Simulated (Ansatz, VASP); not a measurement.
**One calculation of Tc3Sn, two programs**

The input INCAR:

```
SYSTEM = Tc3Sn
PREC = Accurate ; ENCUT = 520
EDIFF = 1E-7 ; ISMEAR = -1
SIGMA = 0.05 ; LREAL = .False.
LASPH = .True. ; NELM = 100
ALGO = Normal ; ISIF = 2
LWAVE = .False. ; LCHARG = .False.
GGA = PE ; NBANDS = 34
```

Contents of KPOINTS:

```
regular mesh
0
Gamma
  10 10 3
  0 0 0
```

Contents of POSCAR:

```
Tc3Sn
1.0
    2.9610678437      0.0000000000      0.0000000000
   -1.4805339219      2.5643599749      0.0000000000
    0.0000000000      0.0000000000      8.6906238120
Sn Tc
1 3
Direct
    0.0000000000      0.0000000000      0.0000000000
    0.3333333333      0.6666666667      0.7382180000
    0.3333333333      0.6666666667      0.2617820000
    0.0000000000      0.0000000000      0.5000000000
```

The input input.yaml:

```yaml
crystal:
  lattice:
    - [2.9610678437, 0.0, 0.0]
    - [-1.4805339219, 2.5643599749, 0.0]
    - [0.0, 0.0, 8.690623812]
  atoms:
    - { symbol: Sn, position: [0.0, 0.0, 0.0] }
    - { symbol: Tc, position: [0.3333333333, 0.6666666667, 0.738218] }
    - { symbol: Tc, position: [0.3333333333, 0.6666666667, 0.261782] }
    - { symbol: Tc, position: [0.0, 0.0, 0.5] }
hamiltonian:
  xc: pbe
  pseudopotentials: { kind: paw }
kpoints:
  mp_grid: { grid: [10, 10, 3] }
scf:
  occupations: { method: fermi_dirac, width: 0.05 }
output:
  forces: true
  stress: true
  eigenvalues: true
```

Change from the starting cell: volume scaled by 1.02.

Alike in both runs: task single point; functional PBE; k mesh 10 × 10 × 3; occupations fermi-dirac, width 0.05 eV; no spin polarisation.

|  | VASP | Ansatz |
| --- | --- | --- |
| version | VASP 6.6.1 | Ansatz 0.2.0 |
| potentials or method | VASP PAW PBE potentials, release 64 (Sn_d, Tc_pv) | Ansatz PAW earlier set |
| plane-wave cutoff (eV) | 520 | 500 |
| valence electrons in the cell | 53 | 59 |

|  | VASP | Ansatz | Ansatz less VASP |
| --- | --- | --- | --- |
| gap on the k mesh at the Fermi level (eV) | none | none | - |
| pressure (GPa) | -6.3 | -5.9 | +0.34 |
| largest component of the traceless stress (GPa) | 0.37 | 0.33 | -0.036 |
| rms of the force components (eV/Å) | 0.080 | 0.064 | -0.0161 |

Atom by atom the forces differ by 0.016 eV/Å (rms over components). A gap of «none» marks a metal or a gap that the smearing closes. The functional is the same, so the differences come from potentials, cutoffs and numerics. The two sets of potentials don't hold the same shells in valence.
